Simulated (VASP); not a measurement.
**Fitting the PBE energy curve of RbPd**

It takes space group F-43m (No. 216, cubic). The conventional cell has a = 7.269 Å, b = 7.269 Å, c = 7.269 Å, α = 90.00°, β = 90.00°, γ = 90.00°. Rb (site symmetry -43m) has 4 Pd at 3.15 Å as nearest neighbours. Pd (site symmetry -43m) has 4 Rb at 3.15 Å as nearest neighbours.

The cell comes from a database or a generator and needn't be the stable form of this composition.

The cell was scaled at fixed shape and fractions and run with VASP, PBE PAW files Pd, Rb_sv, 520 eV; PBE, k mesh 6 × 6 × 6 on the cell of 2 atoms, fermi-dirac occupations of 0.05 eV, no spin polarisation, no spin-orbit coupling. Energies are those that the program minimises, any entropy of the smearing included. For a metal such a mesh isn't converged to the digits shown.

```csv
V (Å³/atom),energy over the lowest row (meV/atom)
45.1390,6.107
46.0994,3.226
47.0598,1.308
48.0202,0.265
48.9806,0.000
49.9410,?
50.9014,1.527
```

Problem. Fit the third-order Birch-Murnaghan form, give V0, B0 and B′, and predict the energy left open.

Solution. With y = (V0/V)^(2/3), E = E0 + (9 V0 B0/16) [(y - 1)³ B′ + (y - 1)² (6 - 4y)]. Least squares through the rows shown give V0 = 48.8414 Å³/atom, E0 = -0.007 meV, B0 = 6.081 GPa (1 eV/Å³ = 160.218 GPa) and B′ = 4.26, with a largest miss of 0.002 meV. At V = 49.9410 the form with these constants gives 0.445 meV; the run gave 0.448 meV an atom.
